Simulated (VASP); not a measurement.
Level of theory: r2SCAN meta-GGA, VASP's PBE PAW potentials (set 64) (plane waves; VASP).

VASP ran on this input.

INCAR:
```
SYSTEM = FeSb
PREC = Accurate
ENCUT = 400
EDIFF = 1E-7
NELM = 100
ALGO = Normal
LREAL = .FALSE.
LASPH = .TRUE.
ISMEAR = -5
METAGGA = R2SCAN
LMIXTAU = .TRUE.
LMAXMIX = 4
ISPIN = 2
MAGMOM = 2.6 -0.1
LORBIT = 11
LWAVE = .FALSE.
LCHARG = .FALSE.
NEDOS = 601
ISIF = 2
```

File KPOINTS_OPT:
```
k-points along high-symmetry lines
10
Line-mode
Reciprocal
  0.000000   0.000000   0.000000 ! GAMMA
  0.000000   0.500000   0.000000 ! X

  0.000000   0.500000   0.000000 ! X
  0.500000   0.500000   0.000000 ! M

  0.500000   0.500000   0.000000 ! M
  0.000000   0.000000   0.000000 ! GAMMA

  0.000000   0.000000   0.000000 ! GAMMA
  0.500000   0.500000   0.500000 ! R

  0.500000   0.500000   0.500000 ! R
  0.000000   0.500000   0.000000 ! X

  0.500000   0.500000   0.500000 ! R
  0.500000   0.500000   0.000000 ! M
```

File KPOINTS:
```
K-points
0
gamma
 13 13 13
```

POSCAR:
```
FeSb
1
    3.2649644181    -0.0000000000     0.0000000000
   -0.0000000000     3.2649644181     0.0000000000
    0.0000000000     0.0000000000     3.2649644181
Fe Sb
1 1
Direct
  0.0000000000   0.0000000000   0.0000000000
  0.5000000000   0.5000000000   0.5000000000
```

POTCAR, in this order: Fe Sb (PBE.64 set). Program: vasp_std.

Unless said otherwise, spin-orbit coupling is left out, though it shifts the bands of the heavy elements here.

### Question
Estimate the energy per atom (σ→0), cell moment, band gap (over mesh and band path).

### Answer

| Quantity | Result |
|---|---|
| energy per atom (σ→0) | -19483 meV/atom |
| cell moment | 2.33 μB |
| band gap (over mesh and band path) | none (metal, semimetal or under 0.01 eV) |

File OSZICAR:
```
...
DAV:  15    -0.389666368470E+02    0.62326E-05   -0.92466E-06  4753   0.378E-02    0.555E-03
DAV:  16    -0.389666390574E+02   -0.22104E-05   -0.11599E-06  4380   0.133E-02    0.320E-03
DAV:  17    -0.389666373422E+02    0.17151E-05   -0.25021E-07  2814   0.894E-03    0.101E-03
DAV:  18    -0.389666371136E+02    0.22859E-06   -0.45058E-08  2030   0.223E-03    0.711E-04
DAV:  19    -0.389666374992E+02   -0.38553E-06   -0.87476E-09  1995   0.155E-03    0.161E-04
DAV:  20    -0.389666375440E+02   -0.44805E-07   -0.16871E-09  1971   0.530E-04
   1 F= -.38966638E+02 E0= -.38966638E+02  d E =0.000000E+00  mag=     2.3344
       N       E                     dE             ncg
```

The structure was generated: FeSb was put into the CsCl type type (Pm-3m), which need not be its known phase. It was relaxed first, which changed the volume by -20 %.
